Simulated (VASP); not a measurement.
Write the native input for VASP 6.6.1 that does the following.

```yaml
Task: relaxation of cell and atoms
Functional: SCAN
Potentials_or_basis: VASP PAW PBE potentials, release 64 (Hf_pv, Re)
Cutoff: 600 eV
k_mesh: 11 × 11 × 5
Occupations: methfessel-paxton, width 0.1 eV
Spin: no spin polarisation
Further_INCAR_settings: ALGO = Normal; EDIFF = 1e-06; IBRION = 2; EDIFFG = -0.02; NSW = 40; ISIF = 3
```

The structure of HfRe lies in POSCAR:

```
HfRe
1.0
    2.8251975000      0.0000000000      0.0000000000
   -1.4125987500      2.4466928000      0.0000000000
    0.0000000000      0.0000000000      5.6430442500
Hf Re
1 1
Direct
    0.0000000000      0.0000000000      0.0000000000
    0.0000000000      0.0000000000      0.5000000000
```

The cell was built by a generator and needn't be a form met in nature.

The input as run:

INCAR

```
SYSTEM = HfRe
  PREC = Accurate
  ENCUT = 600
  EDIFF = 1E-6
  ISMEAR = 1
  SIGMA = 0.1
  LREAL = .False.
  LASPH = .True.
  NELM = 80
  ALGO = Normal
  ISIF = 3
  LWAVE = .False.
  LCHARG = .False.
  METAGGA = SCAN
  LMIXTAU = .True.
  IBRION = 2
  NSW = 40
  EDIFFG = -0.02
```

KPOINTS

```
Automatic mesh
0
Gamma
  11 11 5
  0 0 0
```

Potentials or basis: VASP PAW PBE potentials, release 64 (Hf_pv, Re).

Command:

```sh
$ cat potpaw_PBE.64/Hf_pv/POTCAR potpaw_PBE.64/Re/POTCAR > POTCAR
$ mpirun -np 1 vasp_std > vasp.out
```

It gave:

The relaxed volume is 17.89 Å³/atom and the relaxed cell is a = 2.788 Å, b = 2.788 Å, c = 5.315 Å, α = 90.00°, β = 90.00°, γ = 120.00°. The space group after relaxing (to 0.05 Å) is P6/mmm (No. 191). The energy gained by relaxing is 101.2 meV/atom. The ionic steps are 10. The pressure after relaxing is 0.0 GPa. The band gap on the k mesh is none (metal or under the smearing width).

Caveat: the PAW data sets were made with another functional, which shifts forces and pressure a little.

It took 16 min on 1 thread of Intel(R) Xeon(R) Platinum 8488C (Sapphire Rapids), on a shared host, peak memory 0.2 GiB.
